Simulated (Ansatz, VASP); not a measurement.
**Ba4Sr3Li4Zr2Si34O81: VASP beside Ansatz**

Aim: how closely do two programs agree when they are given the same cell, functional and k mesh? The structure shown is frame 34 of Ansatz's trajectory.

Calculated with Ansatz 0.2.0; plane waves, with VASP 6.6.1 beside it; single point at LDA.

## (1) The starting structure

The cell holds 128 atoms: 34 Si, 4 Ba, 3 Sr, 4 Li, 2 Zr and 81 O. Cell: a = 12.216 Å, b = 12.216 Å, c = 12.216 Å, α = 90.0°, β = 90.0°, γ = 90.0°. As first built, before any earlier steps moved the atoms (in the runner's words): 128 atoms (34 Si, 4 Ba, 3 Sr, 4 Li, 2 Zr, 81 O) placed at random at 2.87 g/cm^3, melted at 4000 K for 10 ps at fixed volume with the Morse and Coulomb pair potential with partial charges (Pedone, Malavasi, Menziani, Cormack and Segre, J. Phys. Chem. B 110, 11780 (2006)). Quenched from 4000 K to 300 K at 100 K/ps and fixed volume, held 10 ps at zero pressure, then minimised at fixed cell.

## (2) Ansatz: dynamics, LDA

Ansatz runs on its default PAW (the set named soft_2) files.

One frame of this run of dynamics is then solved in both programs, so the motion causes no difference.

The input, input.yaml:

```yaml
crystal:
  lattice:
    - [12.21606, 0.0, 0.0]
    - [0.0, 12.21606, 0.0]
    - [0.0, 0.0, 12.21606]
  atoms:
    - { symbol: Si, position: [0.28419, 0.24526, 0.61681] }
    - { symbol: Si, position: [0.21716, 0.66369, 0.69694] }
    - { symbol: Si, position: [0.03085, 0.70331, 0.38331] }
    - { symbol: Si, position: [0.84036, 0.76834, 0.5286] }
    - { symbol: Si, position: [0.45456, 0.72754, 0.65896] }
    - { symbol: Si, position: [0.94151, 0.13188, 0.86724] }
    - { symbol: Si, position: [0.82738, 0.42716, 0.27799] }
    - { symbol: Si, position: [0.74581, 0.56013, 0.84919] }
    - { symbol: Si, position: [0.62027, 0.28735, 0.3091] }
    - { symbol: Si, position: [0.64652, 0.11883, 0.11796] }
    - { symbol: Si, position: [0.76739, 0.57717, 0.09443] }
    - { symbol: Si, position: [0.72055, 0.57183, 0.45017] }
    - { symbol: Si, position: [0.16744, 0.43096, 0.75506] }
    - { symbol: Si, position: [0.28904, 0.36803, 0.40328] }
    - { symbol: Si, position: [0.05272, 0.06688, 0.42089] }
    - { symbol: Si, position: [0.0756, 0.33355, 0.97446] }
    - { symbol: Si, position: [0.80238, 0.7865, 0.77924] }
    - { symbol: Si, position: [0.22738, 0.87322, 0.3913] }
    - { symbol: Si, position: [0.49912, 0.52166, 0.80655] }
    - { symbol: Si, position: [0.09727, 0.57303, 0.03918] }
    - { symbol: Si, position: [0.10624, 0.06441, 0.674] }
    - { symbol: Si, position: [0.42423, 0.3764, 0.1805] }
    - { symbol: Si, position: [0.41529, 0.93047, 0.23466] }
    - { symbol: Si, position: [0.32987, 0.60331, 0.47926] }
    - { symbol: Si, position: [0.80981, 0.01031, 0.43992] }
    - { symbol: Si, position: [0.66645, 0.9138, 0.25247] }
    - { symbol: Si, position: [0.49056, 0.28854, 0.74639] }
    - { symbol: Si, position: [0.04308, 0.75479, 0.8645] }
    - { symbol: Si, position: [0.88423, 0.78244, 0.18482] }
    - { symbol: Si, position: [0.59401, 0.92554, 0.74387] }
[... 92 atom lines left out ...]
    - { symbol: O, position: [0.95268, 0.76116, 0.29241] }
    - { symbol: O, position: [0.53162, 0.83309, 0.6608] }
    - { symbol: O, position: [0.80025, 0.53253, 0.35007] }
    - { symbol: O, position: [0.42618, 0.52449, 0.91443] }
    - { symbol: O, position: [0.23412, 0.54753, 0.75778] }
    - { symbol: O, position: [0.39865, 0.4934, 0.12719] }
kpoints:
  mp_grid: { grid: [1, 1, 1] }
hamiltonian:
  xc: lda
scf:
  occupations: { method: fixed }
output:
  forces: true
md:
  timestep: 1.0
  n_steps: 103
  ensemble: nvt_nose_hoover
  temperature: 400
  initial_velocities: maxwell_boltzmann
  seed: 1318
```

Command:

```bash
$ ansatz run input.yaml --threads 4 --pin off --max-ram 8192MiB --backend cpu --events-out ev --progress --plain --runs-dir out
```

Numbers of over 12 decimals in the logs are rounded to 6 here.

The log of the run:

```text
Warning: md: disabling space-group detection — thermal motion breaks the input geometry's symmetry, so no spatial operation reduces the k-mesh or symmetrises the density; time reversal is kept, so that k and −k are solved as one point where they differ and the mesh holds both, and exact exchange and, on two spinor components, a DFT+U term hold to it where the run has them: on two components no moment then forms, and  [...]
Engine: ansatz 0.2.0, x86_64-unknown-linux-gnu
Pseudopotentials: kind: paw
Pseudopotential: Si, paw, valence charge 4, recommended cutoff 420 eV (normal), Si.paw.azcp
Pseudopotential: Ba, paw, valence charge 10, recommended cutoff 420 eV (normal), Ba.paw.azcp
Pseudopotential: Sr, paw, valence charge 10, recommended cutoff 420 eV (normal), Sr.paw.azcp
Pseudopotential: Li, paw, valence charge 3, recommended cutoff 420 eV (normal), Li.paw.azcp
Pseudopotential: Zr, paw, valence charge 12, recommended cutoff 420 eV (normal), Zr.paw.azcp
Pseudopotential: O, paw, valence charge 6, recommended cutoff 420 eV (normal), O.paw.azcp
Functional definition: SPW92
  exchange = slater_x
  correlation = pw_c
Crystal: 128 atoms, lattice volume = 1823.029 Å³
Basis set: ecut = 420 eV, 35585 PW (Γ)
Bands: 492, of which v1, the nominal top of the filled ones, is band 364 counted from 1 (363 counted from 0)
Symmetry: 1 space group operations
k-points: 1
Non-local potential: Si, projectors of the file, l = 0: 2, l = 1: 2, l = 2: 2
Non-local potential: Ba, projectors of the file, l = 0: 3, l = 1: 2, l = 2: 2, l = 3: 2
Non-local potential: Sr, projectors of the file, l = 0: 3, l = 1: 2, l = 2: 2
Non-local potential: Li, projectors of the file, l = 0: 3, l = 1: 2, l = 2: 1
Non-local potential: Zr, projectors of the file, l = 0: 3, l = 1: 2, l = 2: 2, l = 3: 2
Non-local potential: O, projectors of the file, l = 0: 2, l = 1: 2, l = 2: 1
PAW form: soft (Blöchl's): semilocal exchange-correlation on the pseudo side does not see the compensation charge
PAW frozen core: Si, regenerated for the run's functional, and the local potential with it (the file was generated under x = pbe(κ = 0.804, μ = 0.219515), c = pbe(β = 0.066725))
PAW frozen core: Ba, regenerated for the run's functional, and the local potential with it (the file was generated under x = pbe(κ = 0.804, μ = 0.219515), c = pbe(β = 0.066725))
PAW frozen core: Sr, regenerated for the run's functional, and the local potential with it (the file was generated under x = pbe(κ = 0.804, μ = 0.219515), c = pbe(β = 0.066725))
PAW frozen core: Zr, regenerated for the run's functional, and the local potential with it (the file was generated under x = pbe(κ = 0.804, μ = 0.219515), c = pbe(β = 0.066725))
PAW frozen core: O, regenerated for the run's functional, and the local potential with it (the file was generated under x = pbe(κ = 0.804, μ = 0.219515), c = pbe(β = 0.066725))
PAW one-centre angular grid: Si, 110 points (default); XC on 64 Gauss nodes
PAW one-centre angular grid: Ba, 194 points (default); XC on 64 Gauss nodes
PAW one-centre angular grid: Sr, 110 points (default); XC on 64 Gauss nodes
PAW one-centre angular grid: Li, 110 points (default); XC on 64 Gauss nodes
PAW one-centre angular grid: Zr, 590 points (default); XC on 64 Gauss nodes
PAW one-centre angular grid: O, 110 points (default); XC on 64 Gauss nodes
Initial density: superposition of atomic densities (neutral atoms: chi_scale 0, normalization atom), corrected by the library's trained network
Initial wavefunctions: pseudopotential atomic-orbital guess
Functional: x = slater, c = lda
SCF iter   1: F=—  HF=-108236.559496 eV  |F-HF|=—  |Δ(HF+E_count)|=         —  Δρ=1.33e-2  dr2=3.01e0  ethr=1.77e-3  ⟨swp⟩=5.0  Hψ=1754  notcnv=0  defer=125
preconditioner: auto → Resta (q_TF=auto, 2.341 Å⁻¹)  ε∞=3.3  [insulator: Δε(μ)=3.033 eV  Ē_g=15.181 eV  n_scr=388 (ndim 8)  ℏωp=22.8 eV  f_vac=0.138  ε∞_Penn≈3.3]
SCF iter   2: F=—  HF=-108235.748228 eV  |F-HF|=—  |Δ(HF+E_count)|=   8.11e-1  Δρ=4.12e-3  dr2=1.44e-1  ethr=4.13e-4  ⟨swp⟩=2.0  Hψ=771  notcnv=0  defer=126
SCF iter   3: F=—  HF=-108235.711248 eV  |F-HF|=—  |Δ(HF+E_count)|=   3.70e-2  Δρ=1.77e-3  dr2=4.39e-2  ethr=1.98e-5  ⟨swp⟩=3.0  Hψ=733  notcnv=0  defer=112
automatic band count: iteration 3 solves 478 bands in place of 492: the levels show a gap, and the empty bands left out lie too high to hold charge; the band table lists the bands solved (type scf.n_extra_bands for more)
[...]
SCF iter   4: F=—  HF=-108235.258465 eV  |F-HF|=—  |Δ(HF+E_count)|=   4.85e-4  Δρ=7.69e-5  dr2=1.53e-4  ethr=2.61e-7  ⟨swp⟩=2.0  Hψ=657  notcnv=0  defer=112
SCF iter   5: F=—  HF=-108235.258442 eV  |F-HF|=—  |Δ(HF+E_count)|=   2.29e-5  Δρ=6.52e-5  dr2=7.31e-5  ethr=2.10e-8  ⟨swp⟩=2.0  Hψ=663  notcnv=0  defer=111
SCF iter   6: F=—  HF=-108235.262746 eV  |F-HF|=—  |Δ(HF+E_count)|=   4.30e-3  Δρ=1.68e-5  dr2=5.26e-6  ethr=1.00e-8  ⟨swp⟩=2.0  Hψ=735  notcnv=0  defer=108
SCF iter   7: F=—  HF=-108235.262747 eV  |F-HF|=—  |Δ(HF+E_count)|=   1.55e-7  Δρ=9.65e-6  dr2=1.59e-6  ethr=7.23e-10  ⟨swp⟩=2.0  Hψ=648  notcnv=0  defer=108
SCF iter   8: F=-108235.262747 eV  HF=-108235.262747 eV  |F-HF|=2.43e-8  |Δ(HF+E_count)|=   6.19e-8  Δρ=2.05e-6  dr2=8.95e-8  ethr=1.37e-11  ⟨swp⟩=3.0  Hψ=1844  notcnv=0
SCF 104 converged in 8 iterations: F = -108235.262747 eV  dr2 = 8.95e-8
md step   103: t =   103.00 fs  T =   400.4 K  F+E_penalty+E_count = -108235.26274655 eV  E_kin = 6.572538 eV  conserved = -108229.13241462 eV  (8 SCF iters)
SCF converged after 8 iterations
Free energy (F): -108235.262747 eV
Harris-Foulkes:  -108235.262747 eV  (|F-HF|=2.43e-8)
Internal energy: -108235.262747 eV  (E = F + TS)
E sigma→0 (E₀):  -108235.262747 eV
Fermi energy:    3.760564 eV
--- Per-component energies (eV) ---
  E_band       = -3860.135233
  E_kinetic    = 18003.887410
  E_local      = -48099.002216  (includes V_loc(G=0)·N_el)
  E_nonlocal   = 5789.002932
  E_hartree    = 17387.013510
  E_xc         = -9321.954145
  E_vxc        = -10675.872531  (∫ρ·V_xc dr)
  E_paw        = -62306.903298  (= ΣΔE_a)
  E_vpaw       = -3652.394557  (= ΣTr[D̂ρ^β])
  E_aug_tail   = 0.209253  (compensation charges beyond the density's cutoff)
  E_ewald      = -29700.987347
  E_core_change = 13.471155  (= ΣΔE_core)
  E_smearing   = -0.000000  (= −TS)
  E_closure    = 0.000000  (closes the sum)
  Σ components = -108235.262747   (vs F -108235.262747, Δ=0.00e0)
--- Forces (eV/Å), atoms counted from 1 ---
  atom   1  Si     2.01023160     0.61853485    -0.36293469
  atom   2  Si    -0.24390469     1.88091368     0.96367404
  atom   3  Si     0.39691828    -0.60644777     1.26057716
  atom   4  Si    -1.51630588    -0.49323647     0.31517505
  atom   5  Si    -0.42812207     0.58954956     0.55713400
  atom   6  Si     0.85482354     0.90542451     0.53531434
  atom   7  Si    -1.86677396    -2.45745228    -1.02836979
  atom   8  Si    -1.30527300     0.67422386     0.26320888
  atom   9  Si     1.80196763     0.58133741    -0.83957940
  atom  10  Si    -2.11378054    -1.34899945     0.32912499
  atom  11  Si     0.63490196     1.22521320    -1.62074514
  atom  12  Si     1.70730568     1.74698723     1.95865319
  atom  13  Si     0.02830206     0.28236153    -1.08929571
  atom  14  Si     2.22873049    -0.00953444     0.02631761
  atom  15  Si    -1.61864064    -0.73218118     0.64089291
  atom  16  Si    -2.15355947    -0.26675597    -2.75758953
  atom  17  Si     1.86955653     1.00988829    -0.18618619
  atom  18  Si    -1.10527912     1.31972024     0.85478820
  atom  19  Si    -0.26401216    -0.95712033     1.88753471
  atom  20  Si    -0.32029612     1.43079589     0.29201911
  atom  21  Si    -1.43553357     1.03562411     0.80329782
  atom  22  Si     0.06256068    -0.98788383     0.72360468
  atom  23  Si     1.80795586     1.21811763     0.42007642
  atom  24  Si     1.44813885     0.26292303     0.50653870
[...]
atom 121  O      0.94747799    -1.65084041     2.36604835
  atom 122  O     -0.31875866     0.64384340    -0.02454732
  atom 123  O     -0.96051395     0.46244819    -1.48554890
  atom 124  O     -1.08292753    -0.69725438    -0.43975543
  atom 125  O     -0.64557124     1.30345212     1.41063872
  atom 126  O      0.42684104     2.08874350    -0.63202177
  atom 127  O     -0.55832176    -0.86418146    -0.29082785
  atom 128  O     -0.09350445    -1.09177216     1.10402197
  max |Σ_I F_I| component: 1.28e-4 eV/Å
--- MD trajectory: 103 steps, t = 0.0 → 103.0 fs ---
  final state: T = 400.4 K   F+E_penalty+E_count = -108235.26274655 eV   E_kin = 6.572538 eV
  conserved energy: peak-to-peak 6.393e-3 eV (4.994e-5 eV/atom) over 103.0 fs
```

## (3) VASP: single point, LDA

The same cell, functional (in two slightly different forms) and mesh now go to VASP, with its own data sets.

Lines of VASP's logs that name or quote its potential files are left out, and so is its time.

The input, INCAR:

```
SYSTEM = Ba4Sr3Li4Zr2Si34O81
PREC = Accurate
ENCUT = 650
EDIFF = 1E-06
NELM = 120
ISMEAR = 0
SIGMA = 0.01
LREAL = Auto
ALGO = Normal
GGA = CA
NBANDS = 464
LASPH = .TRUE.
LORBIT = 11
LWAVE = .FALSE.
LCHARG = .FALSE.
ISIF = 2
GGA_COMPAT = .FALSE.
EFERMI = MIDGAP
NCORE = 4
```

The input, POSCAR:

```
Ba4Sr3Li4Zr2Si34O81
1.0
   12.2160600000      0.0000000000      0.0000000000
    0.0000000000     12.2160600000      0.0000000000
    0.0000000000      0.0000000000     12.2160600000
Si Ba Sr Li Zr O
34 4 3 4 2 81
Direct
    0.2865572042      0.2530848735      0.6135447927
    0.2211433146      0.6594188306      0.6993253144
    0.0273410576      0.7079123711      0.3788782963
    0.8413760247      0.7576501753      0.5258815035
    0.4432771286      0.7239731959      0.6707727369
    0.9460087786      0.1306476884      0.8643048577
    0.8269523889      0.4305725414      0.2811954100
    0.7414420034      0.5642654014      0.8510599981
    0.6166227081      0.2876623068      0.3158710746
    0.6474755363      0.1269067113      0.1237878661
    0.7561439613      0.5870141437      0.0995329100
    0.7202731486      0.5618914773      0.4547210803
    0.1574075438      0.4362617734      0.7515352741
    0.2919108125      0.3796641470      0.4059819615
    0.0574162209      0.0606660413      0.4200454156
    0.0852402493      0.3376948050      0.9759693387
    0.8014777269      0.7869558597      0.7819460612
    0.2337005548      0.8695602346      0.3997033413
    0.4966658644      0.5098616084      0.8184635635
    0.1030283086      0.5716163804      0.0442368489
    0.1169034861      0.0573016177      0.6741535323
    0.4292300463      0.3744578858      0.1806392568
    0.4159524429      0.9348431491      0.2287480579
    0.3363523100      0.6094190762      0.4846161528
    0.8050386131      0.0080467843      0.4468789446
    0.6659512150      0.9185858616      0.2504326272
    0.4940381760      0.2837739828      0.7464026863
    0.0484607967      0.7518872697      0.8692327968
    0.8815444587      0.7886012348      0.1765872139
    0.5914754839      0.9222040494      0.7474423014
[... 92 atom lines left out ...]
    0.9489720908      0.7726304553      0.2919681141
    0.5205033374      0.8317002372      0.6580435918
    0.8118411337      0.5422779521      0.3515536106
    0.4114992886      0.5016838490      0.9166294206
    0.2390623491      0.5451512190      0.7616694744
    0.4191367757      0.5027971375      0.1348552643
```

The input, KPOINTS:

```
Automatic mesh
0
Gamma
1 1 1
0 0 0
```

The projector-augmented-wave data sets are Si, Ba_sv, Sr_sv, Li_sv, Zr_sv and O (LDA family, release 64).

Command:

```bash
$ mpirun -np 16 vasp_gam
```

The log of the run:

```text
[banner, memory and clock lines left out]
running   16 mpi-ranks, on    1 nodes
[...]
LDA part: xc-table for (Slater(with rela. corr.)+CA(PZ))
 , standard interpolation
 POSCAR, INCAR and KPOINTS ok, starting setup
[...]
entering main loop
       N       E                     dE             d eps       ncg     rms          rms(c)
DAV:   1     0.774927392067E+04    0.77493E+04   -0.47806E+05   928   0.185E+03
DAV:   2    -0.460899712458E+03   -0.82102E+04   -0.79021E+04  1144   0.421E+02
DAV:   3    -0.117858094503E+04   -0.71768E+03   -0.71264E+03  1096   0.130E+02
DAV:   4    -0.120730752615E+04   -0.28727E+02   -0.28625E+02  1392   0.234E+01
[...]
DAV:  17    -0.106294406652E+04    0.11895E-04   -0.21501E-05  1584   0.177E-02    0.100E-02
DAV:  18    -0.106294406414E+04    0.23793E-05   -0.15693E-05  1168   0.126E-02    0.425E-03
DAV:  19    -0.106294406472E+04   -0.57774E-06   -0.88132E-06  1080   0.526E-03
   1 F= -.10629441E+04 E0= -.10629441E+04  d E =0.000000E+00
```

OUTCAR, selected parts (step 3):

```text
  Total      -94.7156085    -65.3808621    -67.6804865     -2.0587433      0.0214488     -0.1988290
  in kB      -83.2412637    -57.4602821    -59.4813180     -1.8093364      0.0188504     -0.1747418
  external PRESSURE =     -66.7276213 kB  Pullay stress =       0.0000000 kB

 POSITION                                       TOTAL-FORCE (eV/Angst)
 -----------------------------------------------------------------------------------
      3.50060      3.09170      7.49510         0.623174     -2.037071     -0.429809
      2.70150      8.05550      8.54300        -2.896872      0.328362     -1.210991
      0.33400      8.64790      4.62840        -0.003128     -0.712615     -0.709581
     10.27830      9.25550      6.42420        -0.842280      1.843298      1.088483
      5.41510      8.84410      8.19420         2.064558     -0.154332      0.564966
[...]
5.37190      8.13840      6.73470        -1.126542     -0.503666      0.144630
      7.41950      6.53440      4.94550        -2.021350     -0.524532     -0.009416
      7.58960      3.07780      8.96920         0.570485     -0.032675     -0.397256
      9.18040      3.90820      3.75810        -0.203017      0.496878      0.584770
      7.94660     12.08850      1.64620         0.269320      0.431785      0.976892
     11.81980      3.07220     11.35330         0.975474      0.359854     -0.359754
      2.80810      6.50830      0.12660         0.854773      0.706642      0.656095
      5.13840     11.25600      1.26450        -0.168052     -0.042720     -2.011208
[...]
-----------------------------------------------------------------------------------
    total drift:                                0.003643     -0.028014     -0.005952

  FREE ENERGIE OF THE ION-ELECTRON SYSTEM (eV)
  ---------------------------------------------------
  free  energy   TOTEN  =     -1062.9440647190 eV

  energy  without entropy=    -1062.9440647190  energy(sigma->0) =    -1062.94406472

[... 3 further parts left out ...]
[key lines of the parts left out:]
E-fermi :   3.3221
```

Harder data sets than Ba_sv exist (the GW ones), and pressures, volumes and forces can shift noticeably with them.

## (4) Side by side

Known differences besides the potentials themselves: the two LDA forms differ slightly; fixed occupations in Ansatz, narrow Gaussian smearing in VASP; the cutoff is 420 eV in Ansatz and 650 eV in VASP (PREC = Accurate, projectors in real space); VASP's log shows a relativistic correction to its local exchange, Ansatz's none. Total energies have different zeros and are not compared.

Forces on 10 of the 128 atoms, those with the largest forces and the largest differences (eV/Å; atoms numbered as in POSCAR):

```csv
atom,"Ansatz x, y, z","VASP x, y, z"
Si2,"-2.835, 0.288, -1.220","-2.897, 0.328, -1.211"
Si9,"1.243, 0.951, -2.928","1.296, 0.962, -2.951"
Si12,"2.575, 1.335, -0.662","2.588, 1.377, -0.660"
Si16,"-2.090, 0.091, -2.485","-2.122, 0.062, -2.543"
Si22,"2.116, 2.078, 1.539","2.085, 2.070, 1.553"
Si23,"-0.174, -1.881, 2.857","-0.159, -1.910, 2.891"
Si31,"-1.902, -0.037, -2.369","-1.964, -0.103, -2.404"
Ba38,"0.515, 0.114, 0.483","0.578, 0.083, 0.681"
O69,"0.488, -0.690, -0.167","0.490, -0.589, -0.030"
O96,"0.536, 1.715, -0.918","0.666, 1.782, -0.830"
```

The forces differ by 41 meV/Å r.m.s., which is 4.4 % of the r.m.s. force of 0.935 eV/Å (both taken over all components).

## (5) Outcome

```
r.m.s. force difference (single point, LDA) : 4.4 % of the r.m.s. force
```

The r.m.s. force difference is 4.4 % of the r.m.s. force (single point, LDA), beyond the 3 % picked in this series as the mark of a large difference. What causes the difference of the single point, LDA pair stays open here. 2 further runs of this series are not shown here. Such differences can come from data sets, numerical settings and the points named under the comparisons, not from the functional's error against experiment.

[Lines on the potential files, build, host, timing and source positions are cut from VASP's logs without a mark.]

[Logs are printed without paths, hosts, clocks, repeated set-up lines and the standing remarks that a program may print on its own settings, such as how far it seeks lower states.]

[Hosts, paths, dates, database ids (printed as entryN), source tags and the programs' standing remarks are cut or masked in the printed files.]
